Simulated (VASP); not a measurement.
An input for Ansatz (written as the equivalent of a VASP run, and not itself run):

Ansatz 0.2 input:
```yaml
crystal:
  lattice:
    - [4.2900000, 0.0000000, 0.0000000]
    - [0.0000000, 4.2900000, 0.0000000]
    - [0.0000000, 0.0000000, 4.2900000]
  atoms:
    - { symbol: Cs, position: [0.0000000, 0.0000000, 0.0000000] }
    - { symbol: Br, position: [0.5000000, 0.5000000, 0.5000000] }
kpoints:
  mp_grid: { grid: [6, 6, 6] }
hamiltonian:
  xc: r2scan
  pseudopotentials: { kind: paw }
scf:
  occupations: { method: gaussian, width: 0.05 }
  max_iter: 100
relax:
  max_steps: 60
  f_tol: 0.01
  cell: {}
output: { forces: true, stress: true, eigenvalues: true }
```

Question: Write the VASP files for the same calculation (r2SCAN).

Answer: Several could match; the one computed here: 
**INCAR**
```
SYSTEM = CsBr
PREC = Accurate
ENCUT = 400
EDIFF = 1E-6
NELM = 100
ALGO = Normal
LREAL = .FALSE.
LASPH = .TRUE.
ISMEAR = 0
SIGMA = 0.05
METAGGA = R2SCAN
LMIXTAU = .TRUE.
LMAXMIX = 4
LWAVE = .FALSE.
LCHARG = .FALSE.
IBRION = 2
ISIF = 3
NSW = 60
EDIFFG = -0.01
```

POSCAR:
```
CsBr
1
    4.2900000000     0.0000000000     0.0000000000
    0.0000000000     4.2900000000     0.0000000000
    0.0000000000     0.0000000000     4.2900000000
Cs Br
1 1
Direct
  0.0000000000   0.0000000000   0.0000000000
  0.5000000000   0.5000000000   0.5000000000
```

KPOINTS:
```
Automatic mesh
0
Gamma
6 6 6
0 0 0
```

POTCAR, in this order: Cs_sv Br (PBE.64 set). Program: vasp_std.

What does not carry over: each code has its own PAW files, so the cut-off isn't converted (ENCUT is set for VASP's; basis.ecutwfc is left out, and Ansatz then takes the one that its files recommend); Ansatz stops its SCF on the density residual and VASP on the energy change (EDIFF).

The compound is CsBr in the CsCl type structure. This run relaxes it. Symmetry was kept, so distortions that lower it aren't found.
